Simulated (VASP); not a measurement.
# NaBe27 in VASP: a series of runs

One slab, NaBe27, is run at these levels: PBE+D3(BJ); tasks: single point.

Program: VASP 6.6.1. These are calculated values, not measurements. Logs are shortened: lines on timing, memory, paths and dates and some standing lists are left out, and cuts for length are marked.

## Step 1: The structure

The cell holds a slab with vacuum, 28 atoms: a = 6.870 Å, b = 6.870 Å, c = 15.588 Å, α = 90.00°, β = 90.00°, γ = 60.00°.

The cell was built by a generator and needn't be a form met in nature.

## Step 2: Single point, PBE+D3(BJ)

Input file INCAR:

```
PREC = Accurate
ENCUT = 520
EDIFF = 1E-6
ISMEAR = -1
SIGMA = 0.05
LREAL = Auto
LASPH = True
NELM = 100
ALGO = Fast
ISIF = 2
LWAVE = False
LCHARG = True
GGA = PE
IVDW = 12
LELF = True
LVHAR = True
NBANDS = 50
```

Input file KPOINTS:

```
Automatic mesh
0
Gamma
  4 4 1
```

Input file POSCAR:

```
NaBe27
1.0
    6.8700000000      0.0000000000      0.0000000000
    3.4350000000      5.9495950000      0.0000000000
    0.0000000000      0.0000000000     15.5884300000
Be Na
27 1
Direct
    0.0000000000      0.0000000000      0.0641500780
    0.3333333333      0.0000000000      0.0641500780
    0.6666666667      0.0000000000      0.0641500780
    0.0000000280      0.3333332773      0.0641500780
    0.3333333613      0.3333332773      0.0641500780
    0.6666666947      0.3333332773      0.0641500780
   -0.0000000280      0.6666667227      0.0641500780
    0.3333333053      0.6666667227      0.0641500780
    0.6666666387      0.6666667227      0.0641500780
   -0.1106962914      0.2226042277      0.1804975228
    0.2224288954      0.2219098947      0.1819958136
    0.5547102979      0.2227709617      0.1803980260
   -0.1114365865      0.5557637116      0.1819981871
    0.2223355272      0.5556584944      0.1819807383
    0.5549860753      0.5566889847      0.1809358608
   -0.1105479999      0.8880476738      0.1804091239
    0.2233255304      0.8883352564      0.1809499096
    0.5548706966      0.8882053316      0.1808274470
    0.0022435672     -0.0010588956      0.2944205414
    0.3336870377     -0.0005702909      0.2993206500
    0.6654142102     -0.0012747086      0.2937609496
   -0.0004270993      0.3329016513      0.2993840945
    0.3342330111      0.3329028278      0.2993011484
    0.6656010045      0.3356122560      0.2943440744
   -0.0004275913      0.6675649351      0.2993131444
    0.3335959453      0.6669126218      0.2993710079
    0.6660871564      0.6670166625      0.2993141708
    0.7712174115      0.1066810430      0.4471017287
```

Potentials or basis: VASP PAW PBE potentials, release 64 (Be, Na_pv).

On the command line:

```
> cat potpaw_PBE.64/Be/POTCAR potpaw_PBE.64/Na_pv/POTCAR > POTCAR
> mpirun -np 1 vasp_std > vasp.out
```

OUTCAR:

```text
PREC = Accurate
   ENCUT = 520
   EDIFF = 1E-6
   ISMEAR = -1
   LREAL = Auto
   LASPH = True
   NELM = 100
   ISIF = 2
   GGA = PE
   IVDW = 12
 IVDW          = 12

 ion  position               nearest neighbor table
   1  0.000  0.000  0.064-  16 2.24  10 2.25  17 2.25   8 2.29   4 2.29   6 2.29   7 2.29   3 2.29
                             2 2.29
   2  0.333  0.000  0.064-  18 2.25  17 2.25  11 2.26   8 2.29   4 2.29   5 2.29   9 2.29   1 2.29
                             3 2.29
   3  0.667  0.000  0.064-  12 2.25  16 2.25  18 2.25   7 2.29   6 2.29   9 2.29   5 2.29   1 2.29
                             2 2.29
   4  0.000  0.333  0.064-  10 2.24  11 2.26  13 2.26   2 2.29   1 2.29   5 2.29   6 2.29   9 2.29
                             7 2.29
   5  0.333  0.333  0.064-  12 2.24  14 2.26  11 2.26   2 2.29   3 2.29   4 2.29   6 2.29   7 2.29
                             8 2.29
   6  0.667  0.333  0.064-  12 2.24  10 2.25  15 2.25   3 2.29   1 2.29   4 2.29   5 2.29   8 2.29
                             9 2.29
   7  1.000  0.667  0.064-  16 2.24  14 2.26  13 2.26   3 2.29   1 2.29   9 2.29   8 2.29   5 2.29
                             4 2.29
   8  0.333  0.667  0.064-  15 2.25  17 2.25  14 2.26   2 2.29   1 2.29   7 2.29   9 2.29   6 2.29
                             5 2.29
   9  0.667  0.667  0.064-  18 2.25  15 2.25  13 2.26   3 2.29   2 2.29   7 2.29   8 2.29   4 2.29
[... 22 lines left out ...]
                            22 2.29
  21  0.665  0.999  0.294-  18 2.20  16 2.21  12 2.21  27 2.28  20 2.28  25 2.29  23 2.29  19 2.31
                            24 2.32
  22  1.000  0.333  0.299-  13 2.26  11 2.26  10 2.27  24 2.29  19 2.29  20 2.29  27 2.29  23 2.30
                            25 2.30
  23  0.334  0.333  0.299-  11 2.26  14 2.26  12 2.27  24 2.29  21 2.29  26 2.29  20 2.29  22 2.30
                            25 2.30
  24  0.666  0.336  0.294-  15 2.20  10 2.22  12 2.22  27 2.28  26 2.28  22 2.29  23 2.29  19 2.31
                            21 2.32
  25  1.000  0.668  0.299-  13 2.26  14 2.26  16 2.27  19 2.29  21 2.29  26 2.29  27 2.29  23 2.30
                            22 2.30
  26  0.334  0.667  0.299-  14 2.26  17 2.27  15 2.27  24 2.28  19 2.28  27 2.28  20 2.28  23 2.29
                            25 2.29
  27  0.666  0.667  0.299-  13 2.26  15 2.27  18 2.27  21 2.28  24 2.28  20 2.28  26 2.28  25 2.29
                            22 2.29
  28  0.771  0.107  0.447-

  LATTYP: Found a hexagonal cell.
 ALAT       =     6.8700004122
 C/A-ratio  =     2.2690580880

  Lattice vectors:

 A1 = (  -3.4350000000,  -5.9495950000,   0.0000000000)
 A2 = (   6.8700000000,   0.0000000000,   0.0000000000)
 A3 = (   0.0000000000,   0.0000000000,  15.5884300000)

Analysis of symmetry for initial positions (statically):
=====================================================================
 Subroutine PRICEL returns:
 Original cell was already a primitive cell.

 Routine SETGRP: Setting up the symmetry group for a
 hexagonal supercell.

 Subroutine GETGRP returns: Found  1 space group operations
 (whereof  1 operations were pure point group operations)
 out of a pool of 24 trial point group operations.

The static configuration has the point symmetry C_1 .

Analysis of symmetry for dynamics (positions and initial velocities):
=====================================================================
 Subroutine PRICEL returns:
 Original cell was already a primitive cell.

 Routine SETGRP: Setting up the symmetry group for a
 hexagonal supercell.

 Subroutine GETGRP returns: Found  1 space group operations
 (whereof  1 operations were pure point group operations)
 out of a pool of 24 trial point group operations.

The dynamic configuration has the point symmetry C_1 .

 Subroutine INISYM returns: Found  1 space group operations
 (whereof  1 operations are pure point group operations),
 and found     1 'primitive' translations

----------------------------------------------------------------------------------------

                                     Primitive cell

  volume of cell :     637.1571

  direct lattice vectors                    reciprocal lattice vectors
     6.870000000  0.000000000  0.000000000     0.145560408 -0.084039334  0.000000000
     3.435000000  5.949595000  0.000000000     0.000000000  0.168078668  0.000000000
     0.000000000  0.000000000 15.588430000     0.000000000  0.000000000  0.064150142

  length of vectors
     6.870000000  6.870000412 15.588430000     0.168078678  0.168078668  0.064150142

[... 70 lines left out ...]

  Cartesian coordinates                     Fractional coordinates (reciprocal lattice)
     0.036390102 -0.021009833  0.000000000     0.250000000  0.000000000  0.000000000
     0.000000000  0.042019667  0.000000000     0.000000000  0.250000000  0.000000000
     0.000000000  0.000000000  0.064150142     0.000000000  0.000000000  1.000000000

  Length of vectors
     0.042019669  0.042019667  0.064150142

  Shift w.r.t. Gamma in fractional coordinates (k-lattice)
     0.000000000  0.000000000  0.000000000

 Subroutine IBZKPT returns following result:
 ===========================================

 Found     10 irreducible k-points:

 Following reciprocal coordinates:
            Coordinates               Weight
  0.000000  0.000000  0.000000      1.000000
  0.250000  0.000000  0.000000      2.000000
  0.250000  0.250000  0.000000      2.000000
  0.000000  0.250000  0.000000      2.000000
  0.500000  0.000000  0.000000      1.000000
  0.500000  0.500000  0.000000      1.000000
  0.000000  0.500000  0.000000      1.000000
  0.500000  0.250000  0.000000      2.000000
  0.250000  0.500000  0.000000      2.000000
 -0.250000  0.250000  0.000000      2.000000
   k-points           NKPTS =     10   k-points in BZ     NKDIM =     10   number of bands    NBANDS=     50
   number of dos      NEDOS =    301   number of ions     NIONS =     28
   total plane-waves  NPLWV = 349920
   dimension x,y,z NGX =    54 NGY =   54 NGZ =  120
   dimension x,y,z NGXF=   108 NGYF=  108 NGZF=  240
   ions per type =              27   1
   NGX,Y,Z   is equivalent  to a cutoff of  13.07, 13.07, 12.80 a.u.
   NGXF,Y,Z  is equivalent  to a cutoff of  26.13, 26.13, 25.60 a.u.
 SYSTEM =  unknown system
   PREC   = accura    normal or accurate (medium, high low for compatibility)
   ISTART =      0    job   : 0-new  1-cont  2-samecut
   ICHARG =      2    charge: 1-file 2-atom 10-const
   ISPIN  =      1    spin polarized calculation?
   LNONCOLLINEAR =      F non collinear calculations
   LSORBIT =      F    spin-orbit coupling
   LASPH  =      T    aspherical Exc in radial PAW
   ENCUT  =  520.0 eV  38.22 Ry    6.18 a.u.  12.77 12.77 28.98*2*pi/ulx,y,z
   NELM   =    100;   NELMIN=  2; NELMDL= -5     # of ELM steps
   EDIFF  = 0.1E-05   stopping-criterion for ELM
   LREAL  =      T    real-space projection
   EDIFFG = 0.1E-04   stopping-criterion for IOM
   NSW    =      0    number of steps for IOM
   IBRION =     -1    ionic relax: 0-MD 1-quasi-New 2-CG
   NFREE  =      0    steps in history (QN), initial steepest desc. (CG)
   ISIF   =      2    stress and relaxation
   ISYM   =      2    0-nonsym 1-usesym 2-fastsym
   POTIM  = 0.5000    time-step for ionic-motion
   TEBEG  =    0.0;   TEEND  =   0.0 temperature during run
   PSTRESS=    0.0 pullay stress
   NELECT =      61.0000    total number of electrons
   NUPDOWN=      -1.0000    fix difference up-down
   EMIN   =  10.00;   EMAX   =-10.00  energy-range for DOS
   EFERMI =   0.00;   METHOD = LEGACY
   ISMEAR =    -1;   SIGMA  =   0.05  broadening in eV -4-tet -1-fermi 0-gaus
   EFERMI_NEDOS =   21; number of points for ismear=-14 and -15
   IALGO  =     68    algorithm
   IMIX   =      4    mixing-type and parameters
     AMIX     =   0.40;   BMIX     =  1.00
     AMIX_MAG =   1.60;   BMIX_MAG =  1.00
  volume/ion in A,a.u.               =      22.76       153.56
  Fermi-wavevector in a.u.,A,eV,Ry     =   0.748921  1.415255  7.631269  0.560882
  Thomas-Fermi vector in A             =   1.845321
   LORBIT       =      0    0 simple, 1 ext, 2 COOP (PROOUT), +10 PAW based schemes
   GGA     = PE    functional components
   LHFCALC =     F    Hartree Fock is set to
   AEXX    =    0.0000 exact exchange contribution
   IVDW    =    12    specifies the selected vdW correction
   LEPSILON=     F    determine dielectric tensor
   LRPA    =     F    only Hartree local field effects (RPA)
 non-spin polarized calculation
 RMM-DIIS sequential band-by-band and
  energy-cutoff  :      520.00
  volume of cell :      637.16
 maximum number of plane-waves:     17187
 NGX is ok and might be reduce to    54
   NGX = 25   NGY = 25   NGZ = 57

 number of electron      61.0000000 magnetization

 Free energy of the ion-electron system (eV)
  ---------------------------------------------------
  ext. energy  EPLUGINS =         0.00000000
  ---------------------------------------------------
  free energy    TOTEN  =       -94.83202000 eV

  energy without entropy =      -94.75831368  energy(sigma->0) =      -94.79516684

 E-fermi :  -0.2497     XC(G=0):  -5.2050

 val. band max:       -0.2712786830   @ k =   0.5000   0.5000   0.0000
 cond. band min:      -0.1259700889   @ k =   0.2500   0.0000   0.0000
 fundamental gap:      0.1453085940
 Fermi energy:        -0.2497358989

 k-point     1 :       0.0000    0.0000    0.0000
  band No.  band energies     occupation
      1     -25.4636      2.00000
      2     -25.4574      2.00000
      3     -25.4562      2.00000
      4      -9.7891      2.00000
      5      -7.5977      2.00000
      6      -6.6618      2.00000
[... 439 lines left out ...]
     41       3.2337      0.00000
     42       3.6651      0.00000
 [bands above 42 left out]

------------------------ aborting loop because EDIFF is reached ----------------------------------------

 Edisp (eV)   -6.22291

 E8    (eV) :    -2.2860

  FORCE on cell =-STRESS in cart. coord.  units (eV):
  Direction    XX          YY          ZZ          XY          YZ          ZX
  --------------------------------------------------------------------------------------
  -------------------------------------------------------------------------------------
  Total     -27.36853   -27.37449    -0.27842     0.00686     0.00155     0.00386
  in kB     -68.82015   -68.83513    -0.70011     0.01726     0.00390     0.00971
  external pressure =      -46.12 kB  Pullay stress =        0.00 kB

 VOLUME and BASIS-vectors are now :
 -----------------------------------------------------------------------------
  energy-cutoff  :      520.00
  volume of cell :      637.16
      direct lattice vectors                 reciprocal lattice vectors
     6.870000000  0.000000000  0.000000000     0.145560408 -0.084039334  0.000000000
     3.435000000  5.949595000  0.000000000     0.000000000  0.168078668  0.000000000
     0.000000000  0.000000000 15.588430000     0.000000000  0.000000000  0.064150142

 POSITION                                       TOTAL-FORCE (eV/Angst)
 -----------------------------------------------------------------------------------
      0.00000      0.00000      1.00000         0.004917     -0.001298     -0.027683
      2.29000      0.00000      1.00000        -0.002797      0.018694      0.021202
      4.58000      0.00000      1.00000        -0.002966     -0.001882     -0.031148
      1.14500      1.98320      1.00000         0.025591      0.014764      0.003558
      3.43500      1.98320      1.00000        -0.025761      0.015194      0.003013
      5.72500      1.98320      1.00000         0.001482      0.004766     -0.028090
[... 20 lines left out ...]
      6.86722      3.96848      4.66584         0.001330     -0.001282      0.005258
      5.66471      0.63471      6.96961         0.001484      0.000158      0.029616
 -----------------------------------------------------------------------------------
    total drift:                               -0.000036     -0.000523      0.004109

  FREE ENERGIE OF THE ION-ELECTRON SYSTEM (eV)
  ---------------------------------------------------
  free  energy   TOTEN  =      -101.0549276818 eV

  energy  without entropy=     -100.9812213595  energy(sigma->0) =     -101.01807452
```

Wall time 17 min (1 thread of Intel Xeon Platinum 8488C (Sapphire Rapids), shared host); peak memory 0.79 GiB.

What came out:

| Item | Value |
| --- | --- |
| Free energy | -101.0549 eV |
| Largest force | 0.031 eV/Å |
| Band gap on the k mesh | none (metal or under the smearing width) |
| Dispersion energy per atom | -0.222 eV |

Forces on the atoms (eV/Å):
```
Be   0.005 -0.001 -0.028
Be  -0.003  0.019  0.021
Be  -0.003 -0.002 -0.031
Be   0.026  0.015  0.004
Be  -0.026  0.015  0.003
Be   0.001  0.005 -0.028
Be   0.000 -0.030  0.003
Be  -0.016 -0.009  0.021
Be   0.015 -0.012  0.021
Be  -0.010 -0.006  0.002
Be   0.001 -0.001  0.001
Be   0.008 -0.004  0.002
Be  -0.001  0.002  0.001
Be   0.000  0.000  0.002
Be   0.002 -0.008 -0.008
Be   0.001  0.009  0.002
Be  -0.007  0.006 -0.007
Be   0.006  0.003 -0.008
Be   0.005 -0.002 -0.007
Be  -0.001  0.002  0.005
Be  -0.007 -0.004 -0.009
Be   0.004  0.002  0.001
Be  -0.003  0.002  0.001
Be   0.000  0.005 -0.007
Be   0.000 -0.003  0.001
Be  -0.001 -0.001  0.005
Be   0.001 -0.001  0.005
Na   0.001  0.000  0.030
```

## Step 3: Single point, PBE+D3(BJ)

Input file INCAR:

```
PREC = Accurate
ENCUT = 520
EDIFF = 1E-6
ISMEAR = -1
SIGMA = 0.05
LREAL = Auto
LASPH = T
NELM = 100
ALGO = Fast
ISIF = 2
LWAVE = F
LCHARG = F
GGA = PE
IVDW = 12
NBANDS = 50
```

Input file KPOINTS:

```
regular mesh
0
Gamma
  4 4 1
```

Input file POSCAR:

```
NaBe27
1.0
    6.8700000000      0.0000000000      0.0000000000
    3.4350000000      5.9495950000      0.0000000000
    0.0000000000      0.0000000000     15.5884300000
Be Na
27 1
Direct
    0.0000000000      0.0000000000      0.0641500780
    0.3333333333      0.0000000000      0.0641500780
    0.6666666667      0.0000000000      0.0641500780
    0.0000000280      0.3333332773      0.0641500780
    0.3333333613      0.3333332773      0.0641500780
    0.6666666947      0.3333332773      0.0641500780
   -0.0000000280      0.6666667227      0.0641500780
    0.3333333053      0.6666667227      0.0641500780
    0.6666666387      0.6666667227      0.0641500780
   -0.1113472695      0.2233565478      0.1801010108
    0.2224279137      0.2218093837      0.1818242761
    0.5552822954      0.2222383204      0.1809847432
   -0.1111679345      0.5556482416      0.1817887369
    0.2223149606      0.5558492637      0.1818638567
    0.5554124886      0.5562055905      0.1810889872
   -0.1115235549      0.8879967460      0.1801758740
    0.2244909370      0.8878673254      0.1802221263
    0.5554538775      0.8886628418      0.1811863671
    0.0031507576     -0.0019419809      0.2911650500
    0.3336093986     -0.0005716355      0.2989875825
    0.6664195625     -0.0005788629      0.2963747472
   -0.0002429777      0.3330256933      0.2986056967
    0.3337824260      0.3331527608      0.2993204575
    0.6658963938      0.3348488427      0.2954933884
   -0.0002169663      0.6674313126      0.2990974717
    0.3335209849      0.6671309560      0.2991258260
    0.6665243378      0.6668299271      0.2994225204
    0.8642130814      0.0879365738      0.4478571607
```

Potentials or basis: VASP PAW PBE potentials, release 64 (Be, Na_pv).

On the command line:

```
> cat potpaw_PBE.64/Be/POTCAR potpaw_PBE.64/Na_pv/POTCAR > POTCAR
> mpirun -np 1 vasp_std > vasp.out
```

It took 16 min on 1 thread of Intel Xeon Platinum 8488C (Sapphire Rapids), shared host; peak memory 0.78 GiB.

Results (log left out):

```yaml
Free_energy: -101.0516 eV
Largest_force: 0.051 eV/Å
Band_gap_on_the_k_mesh: none (metal or under the smearing width)
Dispersion_energy_per_atom: -0.222 eV
```

Forces on the atoms (eV/Å):
```
Be   0.000 -0.001 -0.051
Be   0.021  0.018  0.011
Be  -0.012  0.005 -0.018
Be   0.026  0.017 -0.001
Be  -0.015  0.010 -0.001
Be  -0.011  0.007 -0.023
Be  -0.002 -0.031  0.001
Be  -0.006 -0.025  0.014
Be   0.013 -0.004  0.015
Be  -0.003  0.009 -0.001
Be  -0.015 -0.005  0.002
Be   0.012 -0.007 -0.002
Be   0.012 -0.009  0.002
Be   0.004  0.017  0.007
Be  -0.011 -0.010  0.000
Be  -0.009 -0.001  0.002
Be   0.005 -0.006  0.001
Be   0.006  0.012  0.000
Be   0.009 -0.007 -0.008
Be  -0.013  0.002  0.014
Be   0.005  0.005  0.015
Be   0.000 -0.001  0.009
Be   0.004 -0.002  0.006
Be  -0.005  0.000  0.005
Be  -0.003  0.002  0.002
Be   0.001  0.006  0.002
Be   0.000 -0.006  0.009
Na  -0.013  0.007 -0.008
```

Levels at points of the mesh, in eV from the Fermi level:
```csv
k point,band 28,band 29,band 30,band 31,band 32,band 33,band 34,band 35,band 36,band 37
"(0.00, 0.00, 0.00)",-0.22,-0.20,0.79,0.80,0.89,0.89,1.59,1.77,1.79,1.82
"(0.50, 0.00, 0.00)",-0.97,-0.05,-0.05,-0.03,-0.02,0.95,0.98,2.20,2.84,3.19
"(0.50, 0.50, 0.00)",-0.97,-0.06,-0.05,-0.02,-0.02,0.95,0.97,2.21,2.85,3.18
"(0.00, 0.50, 0.00)",-0.97,-0.06,-0.05,-0.02,-0.02,0.95,0.98,2.20,2.85,3.18
```
